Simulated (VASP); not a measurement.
# Ge in VASP: one cell, several levels of theory

What does VASP give for Ge built on the diamond prototype, under +0.5 % biaxial strain in the (111) plane, free along [111], the cell held fixed? Runs: PBE, r2SCAN. The results are then set beside those of Ansatz 0.2.0 for the same cell.

Code: VASP 6.6.1. PAW datasets, plane waves. No spin polarisation and no zero-point or thermal motion.

**1. The system as given**

The cell comes from an earlier relaxation with r2SCAN in another program, then strained, with the atoms relaxed again.

Space group R-3m (No. 166), trigonal; conventional cell a = 4.032 Å, c = 9.809 Å, 23.02 Å³ an atom. Ge has 4 Ge at 2.46–2.47 Å.

Structure file:

```cif
data_structure
_symmetry_space_group_name_H-M 'P 1'
_symmetry_Int_Tables_number 1
_cell_length_a 4.0136
_cell_length_b 4.0136
_cell_length_c 4.0136
_cell_angle_alpha 60.304
_cell_angle_beta 60.304
_cell_angle_gamma 60.304
_cell_volume 46.03
loop_
_atom_site_label
_atom_site_type_symbol
_atom_site_fract_x
_atom_site_fract_y
_atom_site_fract_z
_atom_site_occupancy
Ge1 Ge 0.99972 0.99972 0.99972 1
Ge2 Ge 0.25028 0.25028 0.25028 1
```

**2. Single point with PBE**

Contents of INCAR:

```
ENCUT = 520.000000
SIGMA = 0.020000
EDIFF = 1.00e-07
GGA = PE
PREC = Accurate
IBRION = -1
ISIF = 2
ISMEAR = -1
NBANDS = 21
NELM = 120
NSW = 0
LASPH = .TRUE.
LCHARG = .TRUE.
LELF = .TRUE.
LWAVE = .FALSE.
LREAL = .FALSE.
```

Contents of KPOINTS:

```
KPOINTS created by Atomic Simulation Environment
0
Gamma
8 8 8
0 0 0
```

Contents of KPOINTS_OPT:

```
special points
7
Reciprocal
0.0000000000 0.0000000000 0.0000000000 1
0.5000000000 0.0000000000 0.5000000000 1
0.6250000000 0.2500000000 0.6250000000 1
0.3750000000 0.3750000000 0.7500000000 1
0.5000000000 0.5000000000 0.5000000000 1
0.5000000000 0.2500000000 0.7500000000 1
-0.0035810000 0.0000000000 0.0035810000 1
```

Contents of POSCAR:

```
Ge
 1.0000000000000000
    -0.0130500932000000    2.8380077864000000    2.8380077864000000
     2.8380077864000000   -0.0130500932000000    2.8380077864000000
     2.8380077864000000    2.8380077864000000   -0.0130500932000000
 Ge
   2
Cartesian
 -0.0016049250194077 -0.0016049250194077 -0.0016049250194077
  1.4173462949194080  1.4173462949194080  1.4173462949194078
```

Potentials: the recommended PBE PAW datasets, 28 valence electrons in the neutral cell.

Run with:

```
$ mpirun -np 1 vasp_std
```

**3. r2SCAN at this geometry**

Contents of INCAR:

```
ENCUT = 520.000000
SIGMA = 0.020000
EDIFF = 1.00e-07
ALGO = Normal
METAGGA = R2SCAN
PREC = Accurate
IBRION = -1
ISIF = 2
ISMEAR = -1
NBANDS = 21
NELM = 120
NSW = 0
LASPH = .TRUE.
LCHARG = .FALSE.
LWAVE = .FALSE.
LREAL = .FALSE.
```

KPOINTS is that of step 2.

KPOINTS_OPT is that of step 2.

POSCAR is that of step 2.

**Question.** What will these runs give? Wanted: for each run, gap; pressure; Ansatz: gap; Ansatz: pressure.

As calculated:

```
 level  gap (eV)  pressure (GPa)  Ansatz: gap (eV)  Ansatz: pressure (GPa)
   PBE      0.00            2.38              0.00                    2.46
r2SCAN      0.21           -0.53              0.24                   -0.58
```

The gap spans 0.00 eV (PBE) to 0.21 eV (r2SCAN). At this one volume the pressure spans -0.5 GPa (r2SCAN) to 2.4 GPa (PBE): PBE wants the largest cell and r2SCAN the smallest. The two programs agree on the gap within 0.05 eV, far less than the spread between functionals. Datasets and cutoffs are each program's own.
